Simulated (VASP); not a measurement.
PmTe: single point with PBEsol+U

PmTe:

```
Pm Te
1.0
     3.76291    0.00000    0.00000
     0.00000    3.76291    0.00000
     0.00000    0.00000    7.52583
Pm Te
2 2
Direct
  0.00000 0.00000 0.00000
  0.00000 0.00000 0.50000
  0.50000 0.50000 0.25000
  0.50000 0.50000 0.75000
```

The cell comes from a database or a generator and needn't be the stable form of this composition.

* Program: VASP 6.6.1
* Task: single point
* Functional: PBEsol
* Potentials or basis: VASP PAW PBE potentials, release 64 (Pm, Te)
* Cutoff: 520 eV
* k mesh: 5 × 5 × 3
* Occupations: gaussian, width 0.05 eV
* Spin: collinear spin, antiferromagnetic start
* Starting moments: [4.0, -4.0, 0.0, 0.0] μB
* Hubbard terms: Pm f U = 5 eV

```yaml
Pressure: 2.9 GPa
Band_gap_on_the_k_mesh: none (metal or under the smearing width)
Net_moment: 0.00 μB per cell
Site_moments: Pm +4.31, -4.31; Te +0.00 μB
Valence_electrons_inside_the_program's_atomic_spheres: Pm 12.31; Te 3.50
```

Stress tensor (GPa, compression positive):
```
2.64 0.00 0.00
0.00 2.64 0.00
0.00 0.00 3.28
```

Levels at points of the mesh, in eV from the Fermi level:
Spin up:
| k point | band 19 | band 20 | band 21 | band 22 | band 23 | band 24 |
| --- | --- | --- | --- | --- | --- | --- |
| (0.00, 0.00, 0.00) | -1.36 | -1.36 | -1.22 | -1.14 | -0.01 | 0.56 |
Spin down:
```tsv
k point	band 17	band 18	band 19	band 20	band 21	band 22	band 23	band 24	band 25	band 26
(0.00, 0.00, 0.00)	-2.17	-1.38	-1.36	-1.36	-1.22	-1.14	-0.01	0.56	0.56	0.59
```

Eigenvalues of the final occupation matrices:
```tsv
site	spin	trace	eigenvalues
site 1 f	1	4.13	0.04 0.09 0.09 0.98 0.98 0.98 0.98
site 1 f	2	0.02	0.00 0.00 0.00 0.00 0.00 0.00 0.01
site 2 f	1	0.02	0.00 0.00 0.00 0.00 0.00 0.00 0.01
site 2 f	2	4.13	0.04 0.09 0.09 0.98 0.98 0.98 0.98
```

Run time: 4 min on 1 thread of Intel(R) Xeon(R) Platinum 8259CL CPU @ 2.50GHz (Skylake/Cascade Lake), with other jobs on the host, peak memory 0.27 GiB.

Caveat: the magnetic or orbital state may not be the lowest; the PAW data sets were made with another functional, which shifts forces and pressure a little; spin-orbit coupling is left out, which moves the levels of the heavy elements; the U is typed as a test and isn't derived for this compound. The state reached can hang on the start; a lower one may exist.
